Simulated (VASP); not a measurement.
# CuC23 (a cell with a defect) in VASP: settings compared

The runs below take CuC23 (a cell with a defect) through single point, with PBEsol, HSE06.

Everything below comes from runs of VASP 6.6.1. Logs are shortened: lines on timing, memory, paths and dates and some standing lists are left out, and cuts for length are marked.

## 1. The structure

The cell holds a defect, 24 atoms: a = 7.566 Å, b = 5.044 Å, c = 5.044 Å, α = 60.00°, β = 60.00°, γ = 60.00°.

## 2. Single point, PBEsol, collinear spin, ferromagnetic start

Input file INCAR:

```
SYSTEM = CuC23
PREC = Accurate
ENCUT = 450
EDIFF = 1E-5
ISMEAR = 0
SIGMA = 0.03
LREAL = Auto
LASPH = .TRUE.
NELM = 120
ALGO = Normal
ISIF = 2
LWAVE = .FALSE.
LCHARG = .FALSE.
ISPIN = 2
MAGMOM = 1 0 0 0 0 0 0 0 0 0 0 0 0 0 0 0 0 0 0 0 0 0 0 0
LORBIT = 11
NUPDOWN = 1
LMAXMIX = 4
GGA = PS
NBANDS = 74
ISYM = 0
KPAR = 4
```

Input file KPOINTS:

```
regular mesh
0
G
  3 4 4
  0 0 0
```

Input file POSCAR:

```
CuC23                                   
1.0
    0.0000000000      5.3503200000      5.3503200000
    3.5668800000      0.0000000000      3.5668800000
    3.5668800000      3.5668800000      0.0000000000
  Cu              C             
     1    23
Direct
     0.9949242714843705    0.0018552399149004    0.0017051868224244
     0.9999228886377414    0.9994087501891579    0.5009007296710162
     0.9999363128920977    0.4993947472209307    0.0011921137297584
     0.0005105865182375    0.4998117615398687    0.5011762651012370
     0.3320663507054240    0.0030272287827146    0.0040771058767204
     0.3393253217773186    0.9994112491030266    0.4917505148981455
     0.3391754063299190    0.4911912291850208    0.0004224646731927
     0.3323901099535252    0.5007852748009283    0.5019749465567550
     0.6687115078349433    0.9988177938685130    0.9999333582468092
     0.6595638631095398    0.0034124144729191    0.5078190481543255
     0.6595328706981897    0.5065654267619537    0.0047361675119245
     0.6673954945895809    0.4998099637175260    0.5011256422392701
     0.0957863103319872    0.1397451584945944    0.1413617969440664
     0.1004325748691338    0.1372667535951074    0.5740354938407913
     0.1001306490818491    0.5738656746604466    0.1383993291868732
     0.0844240415945944    0.6242209426754920    0.6258551419486152
     0.4286418495228461    0.1170460317535808    0.1177224413130102
     0.4121017362134667    0.1258539765537014    0.6329203145733018
     0.4120568400336999    0.6319473278254282    0.1269383875823137
     0.4179502697704487    0.6237787111594342    0.6247109248485844
     0.7096038476524075    0.1475420253482694    0.1489322534669795
     0.7506469543057014    0.1258859586820027    0.6260353489657507
     0.7506036153061139    0.6247621153596421    0.1272880927659988
     0.7481493267868902    0.6259942443348595    0.6273859310821426
```

Potentials or basis: VASP PAW PBE potentials, release 64 (Cu, C).

Launch:

```console
$ cat potpaw_PBE.64/Cu/POTCAR potpaw_PBE.64/C/POTCAR > POTCAR
$ mpirun -np 4 vasp_std > vasp.out
```

OUTCAR:

```text
SYSTEM = CuC23
   PREC = Accurate
   ENCUT = 450
   EDIFF = 1E-5
   ISMEAR = 0
   LREAL = Auto
   LASPH = .TRUE.
   NELM = 120
   ISIF = 2
   ISPIN = 2
   LORBIT = 11
   NUPDOWN = 1
   GGA = PS
   ISYM = 0

 ion  position               nearest neighbor table
   1  0.995  0.002  0.002-  14 1.76  21 1.76  15 1.76  13 1.77
   2  1.000  0.999  0.501-  13 1.49  14 1.50  22 1.54  16 1.55
   3  1.000  0.499  0.001-  13 1.49  15 1.50  23 1.54  16 1.55
   4  0.001  0.500  0.501-  14 1.51  15 1.51  16 1.54  24 1.56
   5  0.332  0.003  0.004-  13 1.47  19 1.53  18 1.53  17 1.54
   6  0.339  0.999  0.492-  14 1.48  17 1.54  20 1.55  18 1.55
[... 16 lines left out ...]
  23  0.751  0.625  0.127-  12 1.54   3 1.54   9 1.54  11 1.55
  24  0.748  0.626  0.627-  12 1.54  11 1.55  10 1.55   4 1.56

IMPORTANT INFORMATION: All symmetrisations will be switched off!
NOSYMM: (Re-)initialisation of all symmetry stuff for point group C_1.

----------------------------------------------------------------------------------------

                                     Primitive cell

  volume of cell :     136.1403

  direct lattice vectors                    reciprocal lattice vectors
     0.000000000  5.350320000  5.350320000    -0.093452354  0.093452354  0.093452354
     3.566880000  0.000000000  3.566880000     0.140178531 -0.140178531  0.140178531
     3.566880000  3.566880000  0.000000000     0.140178531  0.140178531 -0.140178531

  length of vectors
     7.566495107  5.044330071  5.044330071     0.161864226  0.242796338  0.242796338

  position of ions in fractional coordinates (direct lattice)
     0.994924271  0.001855240  0.001705187
     0.999922889  0.999408750  0.500900730
     0.999936313  0.499394747  0.001192114
     0.000510587  0.499811762  0.501176265
     0.332066351  0.003027229  0.004077106
     0.339325322  0.999411249  0.491750515
[... 16 lines left out ...]
     0.750603615  0.624762115  0.127288093
     0.748149327  0.625994244  0.627385931

  ion indices of the primitive-cell ions
   primitive index   ion index
                 1           1
                 2           2
                 3           3
                 4           4
                 5           5
                 6           6
[... 16 lines left out ...]
                23          23
                24          24

----------------------------------------------------------------------------------------

 KPOINTS: regular mesh

Automatic generation of k-mesh.
 Grid dimensions read from file:
 generate k-points for:    3    4    4

 Generating k-lattice:

  Cartesian coordinates                     Fractional coordinates (reciprocal lattice)
[... 126 lines left out ...]
  ext. energy  EPLUGINS =         0.00000000
  ---------------------------------------------------
  free energy    TOTEN  =      -216.84576335 eV

  energy without entropy =     -216.84324194  energy(sigma->0) =     -216.84450264

 E-fermi :  11.3704     XC(G=0): -13.6283

 val. band max:       11.6869971246   @ k =  -0.3333   0.2500   0.5000
 cond. band min:      11.3728546943   @ k =   0.3333  -0.2500   0.2500
 fundamental gap:     -0.3141424304
 Fermi energy:        11.7406814511

 spin component 1

 k-point     1 :       0.0000    0.0000    0.0000
  band No.  band energies     occupation
      1     -11.5803      1.00000
      2      -8.7855      1.00000
      3      -8.3799      1.00000
      4      -6.0825      1.00000
      5      -5.9903      1.00000
      6      -5.9668      1.00000
[... 1573 lines left out ...]
     62      17.8173      0.00000
     63      18.0556      0.00000

 [... further k-points ...]

 spin component 2

 k-point     1 :       0.0000    0.0000    0.0000
  band No.  band energies     occupation
      1     -11.5310      1.00000
      2      -8.7133      1.00000
      3      -8.3505      1.00000
      4      -6.0363      1.00000
      5      -5.9314      1.00000
      6      -5.9083      1.00000
[... 1573 lines left out ...]
     62      17.8626      0.00000
     63      18.1157      0.00000

 [... further k-points ...]

 [bands above 63 left out]

------------------------ aborting loop because EDIFF is reached ----------------------------------------

  FORCE on cell =-STRESS in cart. coord.  units (eV):
  Direction    XX          YY          ZZ          XY          YZ          ZX
  --------------------------------------------------------------------------------------
  -------------------------------------------------------------------------------------
  Total       22.1926329     18.6870641     18.8201645     -3.9829395      2.6470315     -4.0910082
  in kB      261.1756358    219.9200909    221.4864931    -46.8735174     31.1517856    -48.1453318
  external PRESSURE =     234.1940733 kB  Pullay stress =       0.0000000 kB

 VOLUME and BASIS-vectors are now :
 -----------------------------------------------------------------------------
  energy-cutoff  :      450.00
  volume of cell :      136.14
      direct lattice vectors                 reciprocal lattice vectors
     0.000000000  5.350320000  5.350320000    -0.093452354  0.093452354  0.093452354
     3.566880000  0.000000000  3.566880000     0.140178531 -0.140178531  0.140178531
     3.566880000  3.566880000  0.000000000     0.140178531  0.140178531 -0.140178531

 POSITION                                       TOTAL-FORCE (eV/Angst)
 -----------------------------------------------------------------------------------
      0.01270      5.32925      5.32978         0.002561      0.000364     -0.028320
      5.35142      7.13656      8.91468        -0.006935     -0.008184      0.061813
      1.78553      5.35423      7.13126        -0.009555      0.037246      0.008616
      3.57040      1.79037      1.78550        -0.019040     -0.002924      0.017835
      0.02534      1.79120      1.78746         0.004279      0.075905      0.073458
      5.31880      3.56951      5.38028        -0.064705     -0.007921      0.067076
[... 16 lines left out ...]
      2.68247      4.46999      6.24442        -0.009637     -0.007461     -0.003342
      4.47066      6.24065      6.23568         0.014053     -0.006824      0.001439
 -----------------------------------------------------------------------------------
    total drift:                               -0.003662      0.002082      0.003673

  FREE ENERGIE OF THE ION-ELECTRON SYSTEM (eV)
  ---------------------------------------------------
  free  energy   TOTEN  =      -216.8457633507 eV

  energy  without entropy=     -216.8432419378  energy(sigma->0) =     -216.84450264

 total charge

# of ion       s       p       d       tot
------------------------------------------
    1        0.750   0.921   9.280  10.950
    2        0.833   1.766   0.000   2.599
    3        0.833   1.766   0.000   2.598
    4        0.830   1.748   0.000   2.578
    5        0.839   1.789   0.000   2.628
    6        0.831   1.759   0.000   2.590
[... 16 lines left out ...]
   23        0.827   1.741   0.000   2.568
   24        0.825   1.727   0.000   2.552
--------------------------------------------------
tot         19.968  41.406   9.280  70.653

 magnetization (x)

# of ion       s       p       d       tot
------------------------------------------
    1        0.005   0.147   0.133   0.284
    2       -0.000   0.003   0.000   0.003
    3       -0.000   0.003   0.000   0.003
    4       -0.000   0.003   0.000   0.003
    5        0.001   0.008   0.000   0.009
    6        0.000   0.001   0.000   0.001
[... 16 lines left out ...]
   23        0.001   0.006   0.000   0.008
   24        0.001   0.006   0.000   0.007
--------------------------------------------------
tot          0.039   0.603   0.133   0.775
```

OSZICAR:

```text
N       E                     dE             d eps       ncg     rms          rms(c)
DAV:   1     0.686053607652E+03    0.68605E+03   -0.44757E+04  7864   0.136E+03
DAV:   2    -0.131593978358E+03   -0.81765E+03   -0.74055E+03  8446   0.361E+02
DAV:   3    -0.226346532533E+03   -0.94753E+02   -0.91236E+02  9836   0.117E+02
DAV:   4    -0.231058665628E+03   -0.47121E+01   -0.46600E+01 12032   0.260E+01
DAV:   5    -0.231140371281E+03   -0.81706E-01   -0.81448E-01 10280   0.298E+00    0.307E+01
DAV:   6    -0.229989960167E+03    0.11504E+01   -0.14817E+02 11728   0.150E+02    0.230E+01
DAV:   7    -0.217066237782E+03    0.12924E+02   -0.44113E+01 10984   0.146E+02    0.104E+01
DAV:   8    -0.218852986250E+03   -0.17867E+01   -0.33593E+01 12224   0.109E+02    0.129E+01
DAV:   9    -0.216973222714E+03    0.18798E+01   -0.13616E+01 11824   0.574E+01    0.377E+00
DAV:  10    -0.216867646699E+03    0.10558E+00   -0.16017E+00 12296   0.201E+01    0.133E+00
DAV:  11    -0.216841805596E+03    0.25841E-01   -0.18268E-01 12552   0.776E+00    0.224E-01
DAV:  12    -0.216846640182E+03   -0.48346E-02   -0.46854E-02 11392   0.983E-01    0.251E-01
DAV:  13    -0.216845907674E+03    0.73251E-03   -0.19053E-03 12416   0.790E-01    0.110E-01
DAV:  14    -0.216845760932E+03    0.14674E-03   -0.44430E-04 12528   0.480E-01    0.277E-02
DAV:  15    -0.216845767228E+03   -0.62957E-05   -0.12638E-04  9664   0.155E-01    0.171E-02
DAV:  16    -0.216845763351E+03    0.38770E-05   -0.39711E-05  7768   0.953E-02
   1 F= -.21684576E+03 E0= -.21684450E+03  d E =-.252141E-02  mag=     1.0000
```

stdout:

```text
POSCAR found type information on POSCAR CuC
 POSCAR found :  2 types and      24 ions
 scaLAPACK will be used
 -----------------------------------------------------------------------------
|                                                                             |
|                                                                             |
[... 21 lines left out ...]
|     Results are often still useful ...                                      |
|                                                                             |
 -----------------------------------------------------------------------------

 POSCAR, INCAR and KPOINTS ok, starting setup
 FFT: planning ... GRIDC
 FFT: planning ... GRID_SOFT
 FFT: planning ... GRID
 WAVECAR not read
 entering main loop
```

Wall time 7.6 min (4 MPI ranks of Intel Xeon Platinum 8488C (Sapphire Rapids), shared host); peak memory 0.45 GiB.

What came out:

```
Free energy                                           : -216.8458 eV
Largest force                                         : 0.206 eV/Å
Net moment                                            : 1.00 μB per cell
Site moments                                          : Cu +0.28; C +0.00, +0.01, -0.00, +0.07, +0.09, +0.04, +0.02, +0.12 μB
Valence electrons inside the program's atomic spheres : Cu 10.95; C 2.60, 2.58, 2.63, 2.59, 2.62, 2.65, 2.57, 2.61, 2.68, 2.55
```

Forces on the atoms (eV/Å):
```
Cu   0.003  0.000 -0.028
C   -0.007 -0.008  0.062
C   -0.010  0.037  0.009
C   -0.019 -0.003  0.018
C    0.004  0.076  0.073
C   -0.065 -0.008  0.067
C   -0.082  0.063 -0.019
C   -0.001 -0.006 -0.002
C    0.003 -0.073 -0.083
C    0.066 -0.006 -0.077
C    0.068 -0.068 -0.006
C   -0.007 -0.001  0.003
C    0.044  0.051  0.069
C   -0.077 -0.015  0.098
C   -0.087  0.098 -0.029
C    0.008 -0.010  0.000
C   -0.028 -0.002 -0.019
C    0.021 -0.010 -0.009
C    0.021  0.010 -0.011
C    0.011  0.007 -0.006
C    0.136 -0.110 -0.108
C   -0.007 -0.009  0.000
C   -0.010 -0.007 -0.003
C    0.014 -0.007  0.001
```

Caveat: the k mesh is coarse (spacing up to 0.38 Å⁻¹), so the values aren't converged; the cutoff is under 1.25 times the usual one of these potentials, so pressure, stress and relaxed cells hold a basis-set (Pulay) error; the PAW data sets were made with another functional, which shifts forces and pressure a little; the total moment is fixed, so each spin has its own Fermi level.

## 3. Single point, HSE06, collinear spin, ferromagnetic start

POSCAR is that of step 2.

Input file INCAR.step1:

```
SYSTEM = CuC23
PREC = Accurate
ENCUT = 450
EDIFF = 1E-5
ISMEAR = 0
SIGMA = 0.03
LREAL = Auto
LASPH = .TRUE.
NELM = 70
ALGO = Normal
ISIF = 2
LWAVE = .TRUE.
ISPIN = 2
MAGMOM = 1 0 0 0 0 0 0 0 0 0 0 0 0 0 0 0 0 0 0 0 0 0 0 0
LORBIT = 11
NUPDOWN = 1
LMAXMIX = 4
NBANDS = 74
ISYM = -1
TIME = 0.4
NKRED = 2
GGA = PE
KPAR = 2
```

Input file INCAR.step2:

```
SYSTEM = CuC23
PREC = Accurate
ENCUT = 450
EDIFF = 1E-4
ISMEAR = 0
SIGMA = 0.03
LREAL = Auto
LASPH = .TRUE.
NELM = 70
ALGO = Damped
ISIF = 2
LWAVE = .FALSE.
LCHARG = .FALSE.
ISPIN = 2
MAGMOM = 1 0 0 0 0 0 0 0 0 0 0 0 0 0 0 0 0 0 0 0 0 0 0 0
LORBIT = 11
NUPDOWN = 1
LMAXMIX = 4
GGA = PE
LHFCALC = .TRUE.
HFSCREEN = 0.2
PRECFOCK = Fast
NBANDS = 74
ISYM = -1
TIME = 0.4
NKRED = 2
ISTART = 1
KPAR = 2
```

Input file KPOINTS:

```
regular mesh
0
G
  2 2 2
  0 0 0
```

Potentials or basis: VASP PAW PBE potentials, release 64 (Cu, C).

Launch:

```console
$ cat potpaw_PBE.64/Cu/POTCAR potpaw_PBE.64/C/POTCAR > POTCAR
$ cp INCAR.step1 INCAR
$ mpirun -np 4 vasp_std > vasp.out
$ cp INCAR.step2 INCAR
$ mpirun -np 4 vasp_std > vasp.out
```

It took 9.2 min on 4 MPI ranks of Intel Xeon Platinum 8488C (Sapphire Rapids), shared host; peak memory 0.41 GiB.

The run converged. Its results:

```yaml
Free_energy: -239.9972 eV
Largest_force: 0.606 eV/Å
Net_moment: 1.00 μB per cell
Site_moments: Cu +0.28; C -0.00, +0.00, +0.02, -0.01, +0.05, +0.09, +0.01, +0.04, +0.20 μB
Valence_electrons_inside_the_program's_atomic_spheres: Cu 11.04; C 2.60, 2.61, 2.58, 2.64, 2.59, 2.63, 2.66, 2.62, 2.68, 2.56
```

Forces in eV/Å, atoms in the order of the input:
```
Cu  -0.093  0.175  0.225
C   -0.087  0.052  0.003
C   -0.052  0.215  0.141
C   -0.238  0.024  0.118
C   -0.110  0.341  0.304
C   -0.159  0.090  0.158
C   -0.192  0.177  0.043
C   -0.005  0.015  0.028
C    0.078 -0.005  0.006
C    0.026  0.078 -0.034
C    0.053 -0.024  0.041
C   -0.016  0.003  0.014
C    0.164 -0.032  0.016
C    0.130 -0.278  0.031
C    0.098 -0.054 -0.333
C    0.078 -0.063 -0.087
C    0.118 -0.186 -0.141
C   -0.016 -0.082 -0.011
C   -0.013  0.015 -0.063
C    0.051 -0.003 -0.028
C    0.176 -0.419 -0.401
C    0.030 -0.022  0.003
C   -0.009  0.008 -0.007
C   -0.011 -0.025 -0.026
```

Caveat: the k mesh is coarse (spacing up to 0.76 Å⁻¹), so the values aren't converged, least of all with exact exchange; the cutoff is under 1.25 times the usual one of these potentials, so pressure, stress and relaxed cells hold a basis-set (Pulay) error; the PAW data sets were made with another functional, which shifts forces and pressure a little; the total moment is fixed, so each spin has its own Fermi level.

[end of part 1 of 2]
